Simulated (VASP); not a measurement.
# A VASP study of In2Ni3S2 (PBEsol + U): structure first, properties next, part 8 of 8

What structure and properties does PBEsol + U give In2Ni3S2, and how near are they to the measured ones? The start is a computed cell from the Materials Project.

VASP 6.6.1; PBEsol, DFT+U (Ni d 4 eV), spin-polarised from a ferromagnetic start; plane waves and PAW (In_d, Ni, S).

Still holding for the runs below: Spin-orbit coupling is off here; it can split and shift levels that hold much weight on In by tenths of an eV or more.

So far. Step 6 (Density of states (PBEsol + U)): The finer mesh and the other smearing move the Fermi level by -0.12 eV from the 5×5×5 run, one measure of the sampling error in the zero of the bands above. Of the states within 0.3 eV of the Fermi level, the largest shares in the PAW spheres are Ni d 53 %, S p 11 % and In s 7 %. The rest lies in smaller channels or between the spheres. The relaxed cell has a = 5.255, c = 13.360 Å (conventional setting).

**8. Independent-particle dielectric function (PBEsol + U)**

LOPTICS sums transitions from filled to empty bands. NBANDS is raised for it.

INCAR

```
SYSTEM = In2Ni3S2
PREC = Accurate
ENCUT = 400
EDIFF = 1E-06
NELM = 100
ISMEAR = 0
SIGMA = 0.05
LREAL = .FALSE.
ALGO = Normal
GGA = PS
NBANDS = 90
ISPIN = 2
MAGMOM = 0 0 1 1 1 0 0
LDAU = .TRUE.
LDAUTYPE = 2
LDAUL = -1 2 -1
LDAUU = 0 4 0
LDAUJ = 0 0 0
LDAUPRINT = 1
LASPH = .TRUE.
LMAXMIX = 4
LORBIT = 11
LWAVE = .FALSE.
LCHARG = .FALSE.
KPAR = 4
LOPTICS = .TRUE.
NEDOS = 1500
CSHIFT = 0.1
```

POSCAR

```
In2Ni3S2
1.0
    2.6273708300      1.5169132559      4.4533147598
   -2.6273708300      1.5169132559      4.4533147598
    0.0000000000     -3.0338265120      4.4533147598
In Ni S
2 3 2
Direct
    0.5000000000      0.5000000000      0.5000000000
    0.0000000000      0.0000000000      0.0000000000
    0.5000000000      0.0000000000      0.0000000000
    0.0000000000      0.5000000000      0.0000000000
    0.0000000000      0.0000000000      0.5000000000
    0.7229644029      0.7229644029      0.7229644029
    0.2770355971      0.2770355971      0.2770355971
```

KPOINTS

```
Automatic mesh
0
Gamma
7 7 7
0 0 0
```

Potentials, in the order of the species: In_d, Ni and S (PBE family, release 64).

Run with:

```console
$ mpirun -np 4 vasp_std
```

The log of the run:

```text
[... set-up lines as in an earlier step ...]
 entering main loop
       N       E                     dE             d eps       ncg     rms          rms(c)
DAV:   1     0.615066859529E+03    0.61507E+03   -0.18510E+04 17266   0.854E+02
DAV:   2     0.810792371748E+02   -0.53399E+03   -0.46781E+03 15840   0.249E+02
DAV:   3    -0.254245262499E+02   -0.10650E+03   -0.99799E+02 17506   0.105E+02
DAV:   4    -0.308649779175E+02   -0.54405E+01   -0.54038E+01 18360   0.261E+01
DAV:   5    -0.309967451000E+02   -0.13177E+00   -0.13168E+00 23344   0.373E+00    0.225E+01
DAV:   6    -0.319369665517E+02   -0.94022E+00   -0.64262E+00 22076   0.293E+01    0.164E+01
DAV:   7    -0.297001568281E+02    0.22368E+01   -0.37309E+00 20834   0.243E+01    0.804E+00
DAV:   8    -0.295655801789E+02    0.13458E+00   -0.35681E-01 22736   0.456E+00    0.175E+00
DAV:   9    -0.295877628755E+02   -0.22183E-01   -0.12656E-01 19686   0.199E+00    0.102E+00
DAV:  10    -0.295918534358E+02   -0.40906E-02   -0.23070E-02 21192   0.705E-01    0.483E-01
DAV:  11    -0.295934064024E+02   -0.15530E-02   -0.50882E-03 18068   0.385E-01    0.246E-01
DAV:  12    -0.295938338739E+02   -0.42747E-03   -0.12435E-03 18208   0.181E-01    0.145E-01
DAV:  13    -0.295939349324E+02   -0.10106E-03   -0.16352E-04 21126   0.514E-02    0.675E-02
DAV:  14    -0.295939821606E+02   -0.47228E-04   -0.67026E-05 19056   0.430E-02    0.254E-02
DAV:  15    -0.295939870630E+02   -0.49025E-05   -0.35150E-05 21494   0.230E-02    0.876E-03
DAV:  16    -0.295939874741E+02   -0.41106E-06   -0.12693E-06 12376   0.516E-03
   1 F= -.29593987E+02 E0= -.29593709E+02  d E =-.557774E-03  mag=     0.0001
 optical routines
 imaginary and real dielectric function
 recalculating local potential from charge density
 direction            1
 direction            2
 direction            3
```

Elapsed: 2 min, on 4 MPI ranks of Intel Xeon Platinum 8488C (Sapphire Rapids), shared host; peak memory 3.7 GiB; 7.9 min of CPU time.

From OUTCAR (step 8):

```text
   k-points           NKPTS =     44   k-points in BZ     NKDIM =     44   number of bands    NBANDS=     90

   NELECT =      68.0000    total number of electrons

atom =   3  type =  2  l = 2

 onsite density matrix

spin component  1

  0.8872  0.0158 -0.0344  0.0389 -0.0074
  0.0158  0.8891  0.0212 -0.0580  0.0206
 -0.0344  0.0212  0.8758  0.0368 -0.0198
  0.0389 -0.0580  0.0368  0.8222  0.0158
 -0.0074  0.0206 -0.0198  0.0158  0.8958

spin component  2

  0.8872  0.0158 -0.0343  0.0389 -0.0074
  0.0158  0.8892  0.0212 -0.0580  0.0206
 -0.0343  0.0212  0.8759  0.0367 -0.0198
  0.0389 -0.0580  0.0367  0.8222  0.0158
 -0.0074  0.0206 -0.0198  0.0158  0.8958

 occupancies and eigenvectors

  o =  0.7453  v =  0.3480 -0.4139  0.3914 -0.7170  0.2009  0.0000  0.0000  0.0000  0.0000  0.0000      0.0000  0.0000  0.0000  0.0000  0.0000  0.0000  0.0000  0.0000  0.0000  0.0000
  o =  0.7454  v =  0.0000  0.0000  0.0000  0.0000  0.0000  0.3480 -0.4140  0.3912 -0.7171  0.2009      0.0000  0.0000  0.0000  0.0000  0.0000  0.0000  0.0000  0.0000  0.0000  0.0000
  o =  0.8823  v = -0.4178 -0.2773 -0.6780 -0.4803 -0.2412  0.0000  0.0000  0.0000  0.0000  0.0000      0.0000  0.0000  0.0000  0.0000  0.0000  0.0000  0.0000  0.0000  0.0000  0.0000
  o =  0.8824  v =  0.0000  0.0000  0.0000  0.0000  0.0000 -0.4180 -0.2772 -0.6779 -0.4802 -0.2413      0.0000  0.0000  0.0000  0.0000  0.0000  0.0000  0.0000  0.0000  0.0000  0.0000
  o =  0.8953  v =  0.0000  0.0000  0.0000  0.0000  0.0000 -0.4614 -0.3335  0.0000  0.1925  0.7992      0.0000  0.0000  0.0000  0.0000  0.0000  0.0000  0.0000  0.0000  0.0000  0.0000
  o =  0.8953  v = -0.4614 -0.3337  0.0000  0.1927  0.7991  0.0000  0.0000  0.0000  0.0000  0.0000      0.0000  0.0000  0.0000  0.0000  0.0000  0.0000  0.0000  0.0000  0.0000  0.0000
  o =  0.9198  v = -0.6741 -0.0418  0.6222 -0.0724 -0.3892  0.0000  0.0000  0.0000  0.0000  0.0000      0.0000  0.0000  0.0000  0.0000  0.0000  0.0000  0.0000  0.0000  0.0000  0.0000
  o =  0.9198  v =  0.0000  0.0000  0.0000  0.0000  0.0000 -0.6739 -0.0418  0.6224 -0.0724 -0.3891      0.0000  0.0000  0.0000  0.0000  0.0000  0.0000  0.0000  0.0000  0.0000  0.0000
  o =  0.9274  v = -0.1927  0.7991 -0.0000 -0.4614  0.3337  0.0000  0.0000  0.0000  0.0000  0.0000      0.0000  0.0000  0.0000  0.0000  0.0000  0.0000  0.0000  0.0000  0.0000  0.0000
  o =  0.9274  v =  0.0000  0.0000  0.0000  0.0000  0.0000 -0.1925  0.7992 -0.0000 -0.4614  0.3335      0.0000  0.0000  0.0000  0.0000  0.0000  0.0000  0.0000  0.0000  0.0000  0.0000

atom =   4  type =  2  l = 2

 onsite density matrix

spin component  1

  0.8872 -0.0158  0.0344  0.0389  0.0074
 -0.0158  0.8891  0.0212  0.0580  0.0206
  0.0344  0.0212  0.8758 -0.0368 -0.0198
  0.0389  0.0580 -0.0368  0.8222 -0.0158
  0.0074  0.0206 -0.0198 -0.0158  0.8958

spin component  2

  0.8872 -0.0158  0.0343  0.0389  0.0074
 -0.0158  0.8892  0.0212  0.0580  0.0206
  0.0343  0.0212  0.8759 -0.0367 -0.0198
  0.0389  0.0580 -0.0367  0.8222 -0.0158
  0.0074  0.0206 -0.0198 -0.0158  0.8958

 occupancies and eigenvectors

  o =  0.7453  v = -0.3480 -0.4139  0.3914  0.7170  0.2009  0.0000  0.0000  0.0000  0.0000  0.0000      0.0000  0.0000  0.0000  0.0000  0.0000  0.0000  0.0000  0.0000  0.0000  0.0000
  o =  0.7454  v =  0.0000  0.0000  0.0000  0.0000  0.0000 -0.3480 -0.4140  0.3912  0.7171  0.2009      0.0000  0.0000  0.0000  0.0000  0.0000  0.0000  0.0000  0.0000  0.0000  0.0000
  o =  0.8823  v =  0.4178 -0.2773 -0.6780  0.4803 -0.2412  0.0000  0.0000  0.0000  0.0000  0.0000      0.0000  0.0000  0.0000  0.0000  0.0000  0.0000  0.0000  0.0000  0.0000  0.0000
  o =  0.8824  v =  0.0000  0.0000  0.0000  0.0000  0.0000  0.4180 -0.2772 -0.6779  0.4802 -0.2413      0.0000  0.0000  0.0000  0.0000  0.0000  0.0000  0.0000  0.0000  0.0000  0.0000
  o =  0.8953  v =  0.0000  0.0000  0.0000  0.0000  0.0000  0.4614 -0.3335  0.0000 -0.1925  0.7992      0.0000  0.0000  0.0000  0.0000  0.0000  0.0000  0.0000  0.0000  0.0000  0.0000
[...]
o =  0.7454  v =  0.0000  0.0000  0.0000  0.0000  0.0000  0.0000 -0.8280 -0.3912  0.0000  0.4018      0.0000  0.0000  0.0000  0.0000  0.0000  0.0000  0.0000  0.0000  0.0000  0.0000
  o =  0.8823  v =  0.0000  0.5546 -0.6780  0.0000  0.4824  0.0000  0.0000  0.0000  0.0000  0.0000      0.0000  0.0000  0.0000  0.0000  0.0000  0.0000  0.0000  0.0000  0.0000  0.0000
  o =  0.8824  v =  0.0000  0.0000  0.0000  0.0000  0.0000  0.0000  0.5545 -0.6779  0.0000  0.4827      0.0000  0.0000  0.0000  0.0000  0.0000  0.0000  0.0000  0.0000  0.0000  0.0000
  o =  0.8953  v =  0.0000  0.0000  0.0000  0.0000  0.0000 -0.9229  0.0000  0.0000  0.3851  0.0000      0.0000  0.0000  0.0000  0.0000  0.0000  0.0000  0.0000  0.0000  0.0000  0.0000
  o =  0.8953  v = -0.9228  0.0000  0.0000  0.3853 -0.0000  0.0000  0.0000  0.0000  0.0000  0.0000      0.0000  0.0000  0.0000  0.0000  0.0000  0.0000  0.0000  0.0000  0.0000  0.0000
  o =  0.9198  v =  0.0000 -0.0836 -0.6222  0.0000 -0.7784  0.0000  0.0000  0.0000  0.0000  0.0000      0.0000  0.0000  0.0000  0.0000  0.0000  0.0000  0.0000  0.0000  0.0000  0.0000
  o =  0.9198  v =  0.0000  0.0000  0.0000  0.0000  0.0000  0.0000 -0.0836 -0.6224  0.0000 -0.7782      0.0000  0.0000  0.0000  0.0000  0.0000  0.0000  0.0000  0.0000  0.0000  0.0000
  o =  0.9274  v =  0.3853  0.0000  0.0000  0.9228 -0.0000  0.0000  0.0000  0.0000  0.0000  0.0000      0.0000  0.0000  0.0000  0.0000  0.0000  0.0000  0.0000  0.0000  0.0000  0.0000
  o =  0.9274  v =  0.0000  0.0000  0.0000  0.0000  0.0000  0.3851  0.0000  0.0000  0.9229  0.0000      0.0000  0.0000  0.0000  0.0000  0.0000  0.0000  0.0000  0.0000  0.0000  0.0000

 E-fermi :   8.8195

 spin component 1
 k-point     1 :       0.0000    0.0000    0.0000
  band No.  band energies     occupation
    ...
     32       7.3763      1.00000
     33       7.3763      1.00000
     34       7.7163      1.00000
     35       8.4102      1.00000
     36       8.4102      1.00000
     37       9.3867      0.00000
     38       9.6005      0.00000
     39      13.0816      0.00000
     40      13.0816      0.00000
     41      14.2270      0.00000
    ...

 k-point     2 :       0.1429   -0.0000    0.0000
  band No.  band energies     occupation
    ...
     32       7.2461      1.00000
     33       7.6349      1.00000
     34       8.0427      1.00000
     35       8.7320      0.99331
     36       8.7335      0.99252
     37       9.7446      0.00000
     38      10.2878      0.00000
     39      13.0529      0.00000
     40      13.2022      0.00000
     41      13.6229      0.00000
    ...

  Total        0.0316301      0.0316301     -0.4572687      0.0000000      0.0000000     -0.0000000
  in kB        0.4758769      0.4758769     -6.8796331      0.0000000      0.0000000     -0.0000000
  external PRESSURE =      -1.9759598 kB  Pullay stress =       0.0000000 kB

 POSITION                                       TOTAL-FORCE (eV/Angst)
 -----------------------------------------------------------------------------------
      0.00000     -0.00000      6.67997         0.000000      0.000000      0.000000
      0.00000      0.00000      0.00000        -0.000000      0.000000      0.000000
      1.31369      0.75846      2.22666         0.000000      0.000000      0.000000
     -1.31369      0.75846      2.22666         0.000000      0.000000      0.000000
      0.00000     -1.51691      2.22666        -0.000000     -0.000000      0.000000
      0.00000     -0.00000      9.65876         0.000000      0.000000     -0.037671
      0.00000     -0.00000      3.70118         0.000000     -0.000000      0.037671
 -----------------------------------------------------------------------------------
    total drift:                               -0.000000      0.000000      0.000000

  FREE ENERGIE OF THE ION-ELECTRON SYSTEM (eV)
  ---------------------------------------------------
  free  energy   TOTEN  =       -29.5939874741 eV

  energy  without entropy=      -29.5934297004  energy(sigma->0) =      -29.59370859

 plasma frequency squared (from intraband transitions) (eV^2)
  --------------------------------------------------------------------------------------
       3.708       0.000       0.000
      -0.000       3.708      -0.000
       0.000      -0.000       1.232

 magnetization (x)
# of ion       s       p       d       tot
------------------------------------------
    1        0.000   0.000   0.000   0.000
    2        0.000   0.000   0.000   0.000
    3        0.000   0.000  -0.000  -0.000
    4        0.000   0.000  -0.000  -0.000
    5        0.000   0.000  -0.000  -0.000
    6       -0.000   0.000   0.000   0.000
    7       -0.000   0.000   0.000   0.000
--------------------------------------------------
tot          0.000   0.000  -0.000  -0.000

[... 7 parts as in an earlier step ...]

[... 14 further parts left out ...]
```

These are independent-particle spectra without excitons or local fields. Fine structure and low peaks depend on the mesh and on CSHIFT. The intraband (Drude) part is not in this spectrum.

Numbers from this step:

```yaml
bands: 90
energy_at_zero_smearing: -29.59 eV
fermi_energy: 8.819 eV
pressure: -0.1976 GPa
```

The imaginary dielectric function has structure finer than the step of the table below, so its rows give means over 1 eV, whole bins alone (the curve runs from 0 to 25.0 eV). Peaks (eV: height): xx 0.6: 58.9; zz 0.5: 21.8, 3.5: 15.7, 6.7: 10.9.

The imaginary dielectric function by photon energy; means over each step:

```
photon energy (eV)     xx     zz
                 1   24.4   9.61
                 2   10.9   8.02
                 3   9.64   10.5
                 4   9.16   13.0
                 5   5.87   8.46
                 6   6.23   9.29
                 7   5.60   8.11
                 8   3.97   4.47
                 9   3.26   2.91
                10   2.73   2.56
                11   2.31   2.13
                12   1.90   1.66
                13   1.55   1.27
                14   1.47   1.23
                15   1.24   1.16
                16   1.04   1.03
                17  0.997  0.909
                18  0.928  0.823
                19  0.842  0.806
                20  0.753  0.670
                21  0.611  0.528
                22  0.493  0.439
                23  0.429  0.382
                24  0.361  0.350
```

Table of real dielectric function by photon energy:

```
photon energy (eV)       xx       zz
                 0     68.6     32.9
                 1    -1.13     12.1
                 2     8.04     13.6
                 3     3.41     10.8
                 4     1.34     2.79
                 5    0.629     1.77
                 6     1.48     1.67
                 7   -0.751    -3.67
                 8   -0.617    -2.87
                 9   -0.696    -1.50
                10   -0.547    -1.24
                11   -0.718    -1.14
                12   -0.702    -1.06
                13   -0.229   -0.600
                14   -0.187   -0.199
                15   -0.244   -0.164
                16  -0.0172   -0.103
                17    0.124  -0.0305
                18   0.0321  -0.0181
                19    0.123    0.120
                20   0.0630  -0.0546
                21    0.134    0.149
                22    0.217    0.200
                23    0.259    0.269
                24    0.368    0.381
```

**9. Summary of results**

```
relaxed volume                            : 15.21 Å³/atom
relaxed conventional cell a, b, c         : 5.255, 5.255, 13.360 Å; angles 90.0, 90.0, 120.0°
space group after relaxing, within 0.02 Å : R-3m (No. 166)
moment of the cell (7×7×7 mesh)           : 0 μB
band gap                                  : none, a metal
DOS at the Fermi level                    : 1.64 states/eV/cell
highest zone-centre mode                  : 411 cm⁻¹
```

In words: With PBEsol + U, In2Ni3S2 relaxes to 15.21 Å³/atom in space group R-3m, comes out as a metal and loses the moments it was started with. Bands along the symmetry lines (PBEsol + U): Of the bands kept, 3 cross the Fermi level on this path. Zone-centre phonons (PBEsol + U): The highest mode in this list at Γ, 411.4 cm⁻¹, has its largest share on S (54 % of the kinetic energy). Spin-orbit coupling is left out, and with elements this heavy it would split and shift bands near the Fermi level. The k-sampling is coarse for a metal, so the Fermi level, moments, pressures and the shape of the cell carry errors. Only the typed magnetic starts were tried, so the magnetic ground state may differ and with it the other results. Modes at Γ alone can't show that the crystal is stable at other wave vectors. No search among competing phases was made, and a listed structure need not be the one stable at ambient conditions. All values are for a static lattice at zero temperature.

Computed beside measured:

| quantity | measured | PBEsol, DFT+U |
| --- | --- | --- |
| lattice constant a (Å) | 5.37 | 5.255 (-2.1 %) |
| lattice constant c (Å) | 13.53 | 13.360 (-1.3 %) |

Measured values from arxiv:2402.10096 (2024).

Verdict: The lattice constant a is off by -2.1 %. The lattice constant c is off by -1.3 %. The magnetic state of these runs (no moments) need not be that of the sample, so the match is not graded. Zero-point motion and thermal expansion (measured at up to 300 K) are not in the computed lattice constants.

[Lines on the potential files, build, host, timing and source positions are cut from VASP's logs without a mark.]

[Logs are printed without paths, hosts, clocks, repeated set-up lines and the standing remarks that a program may print on its own settings, such as how far it seeks lower states.]

[Hosts, paths, dates, database ids (printed as entryN), source tags and the programs' standing remarks are cut or masked in the printed files.]

[A measured line is paired with the nearest computed mode of its activity, which favours agreement.]

[In band tables of VASP the shares of atoms and orbitals are scaled to a sum of 1 inside the atoms' spheres.]
